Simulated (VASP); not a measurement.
Runs of VASP 6.6.1 on BN. Symmetry: F-43m, No. 216, cubic system. Conventional cell: a = 3.626 Å, b = 3.626 Å, c = 3.626 Å, α = 90.00°, β = 90.00°, γ = 90.00°. N (site symmetry -43m) has 4 B at 1.57 Å as nearest neighbours. B (site symmetry -43m) has 4 N at 1.57 Å as nearest neighbours. The cell is a database's computed one.

| task | level | potentials or basis | k mesh | cutoff (eV) | further INCAR settings | mesh quality | gap on the mesh (eV) | pressure (GPa) |
| --- | --- | --- | --- | --- | --- | --- | --- | --- |
| band structure | PBE | VASP PAW PBE potentials, release 64 (N_GW, B_GW) | 12 × 12 × 12 | 450 | ALGO = Fast; EDIFF = 1e-06 | not flagged | 4.45 | - |
| single point | PBE | VASP PAW PBE potentials, release 64 (N, B) | 3 × 3 × 3 | 520 | ALGO = Fast; EDIFF = 1e-06 | coarse | (c) | 3.2 |
| band structure | PBE | VASP PAW PBE potentials, release 64 (N, B) | 12 × 12 × 12 | 520 | ALGO = Fast; EDIFF = 1e-06 | not flagged | 4.45 | -0.2 |
| dielectric tensor | PBE | VASP PAW PBE potentials, release 64 (N, B) | 12 × 12 × 12 | 520 | ALGO = Fast; EDIFF = 1e-08 | not flagged | 4.45 | - |
| band structure | r2SCAN | VASP PAW PBE potentials, release 64 (N, B) | 12 × 12 × 12 | 520 | ALGO = Normal; EDIFF = 1e-06 | not flagged | 4.96 | -4.1 |
| band structure | TB-mBJ | VASP PAW PBE potentials, release 64 (N, B) | 12 × 12 × 12 | 520 | ALGO = Normal; EDIFF = 1e-06 | not flagged | (a) | - |
| band structure | LDA | VASP PAW LDA potentials, release 64 (N, B) | 12 × 12 × 12 | 520 | ALGO = Fast; EDIFF = 1e-06 | not flagged | 4.33 | (b) |

Alike in all rows: no spin polarisation; cell as given; smearing gaussian 0.02 eV.

Question: Estimate the missing entries.

Answer: (a) 5.79; (b) -13.4; (c) 5.58.

Caveats: some runs use coarse meshes; the PAW data sets were made with another functional, which shifts forces and pressure a little (some runs); the cutoff is under 1.25 times the usual one of these potentials, so pressure, stress and relaxed cells hold a basis-set (Pulay) error (some runs); an odd mesh through Γ misses points on the zone boundary, where band edges often lie (some runs).
